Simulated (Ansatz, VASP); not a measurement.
## MgCd7Te8 in VASP and in Ansatz

```xyz
16
Lattice="-6.4830 6.4830 0.0000 -6.4830 0.0000 6.4830 0.0000 6.4830 6.4830" Properties=species:S:1:pos:R:3 pbc="T T T"
Mg    0.0000    0.0000    0.0000
Cd   -3.2415    3.2415   -0.0062
Cd   -3.2415   -0.0062    3.2415
Cd    0.0062    3.2415    3.2415
Cd   -6.4892    3.2415    3.2415
Cd   -3.2415    6.4892    3.2415
Cd   -3.2415    3.2415    6.4892
Cd   -6.4830    6.4830    6.4830
Te  -11.3556    8.0935    8.0935
Te   -8.1043    4.8618    8.1043
Te   -8.1043    8.1043    4.8618
Te  -11.3556   11.3556   11.3556
Te   -4.8618    4.8618    4.8618
Te   -8.0935    8.0935   11.3556
Te   -8.0935   11.3556    8.0935
Te   -4.8618    8.1043    8.1043
```

Alike in both runs: task single point; functional PBEsol; k mesh 4 × 4 × 4; occupations gaussian, width 0.02 eV; no spin polarisation.

```csv
,VASP,Ansatz
version,VASP 6.6.1,Ansatz 0.2.0
potentials or method,"VASP PAW PBE potentials, release 64 (Mg, Cd, Te)","scalar-relativistic, plane waves, PAW"
plane-wave cutoff (eV),520,420
valence electrons in the cell,134,278
```

|  | VASP | Ansatz | Ansatz less VASP |
| --- | --- | --- | --- |
| gap on the k mesh at the Fermi level (eV) | 0.83 | 0.82 | -0.002 |
| least direct gap on the mesh (eV) | 0.83 | 0.82 | -0.002 |
| pressure (GPa) | 0.1 | 0.0 | -0.15 |
| rms of the force components (eV/Å) | 0.003 | 0.000 | -0.0032 |

Atom by atom the forces differ by 0.003 eV/Å (rms over components). The two sets of potentials don't hold the same shells in valence.

Caveats: the PAW data sets were made with another functional, which shifts forces and pressure a little (VASP); spin-orbit coupling is left out, which moves the levels of the heavy elements.
